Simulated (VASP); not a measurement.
```
EuO
1.0
    0.00000     2.46523     2.46523
    2.46523     0.00000     2.46523
    2.46523     2.46523     0.00000
Eu O
1 1
Cartesian
  0.00000   0.00000   0.00000
  2.46523   2.46523   2.46523
```

These are PBE GGA with D3 dispersion (Becke-Johnson damping), VASP's PBE PAW potentials (set 64) (plane waves; VASP) values and carry that method's errors. Run with 520 eV cut-off, Gaussian smearing of 0.050 eV, potentials Eu_2 O.

The 4f electrons are frozen in the core of the lanthanide potential, so 4f levels, which can set the real gap, and their magnetism are missing.

Question: Give the energies of bands 5 to 10 at the high-symmetry points, in eV from the valence-band maximum.

Answer: 
```json
[
 {"band": "5", "Γ": "-0.09", "X": "-0.06", "U": "-1.12", "L": "-2.68", "W": "-1.53"},
 {"band": "6", "Γ": "-0.09", "X": "0.00", "U": "-0.75", "L": "-1.65", "W": "-0.25"},
 {"band": "7", "Γ": "-0.09", "X": "0.00", "U": "-0.22", "L": "-1.65", "W": "-0.25"},
 {"band": "8", "Γ": "4.66", "X": "2.64", "U": "4.52", "L": "6.79", "W": "6.02"},
 {"band": "9", "Γ": "6.03", "X": "8.55", "U": "8.42", "L": "9.34", "W": "6.02"},
 {"band": "10", "Γ": "6.03", "X": "10.95", "U": "9.67", "L": "9.34", "W": "9.44"}
]
```

The gap is direct, 2.64 eV, from the valence maximum at X to the conduction minimum at X.

The compound is EuO in the rock salt structure. It was relaxed first, which changed the volume by -12 %.
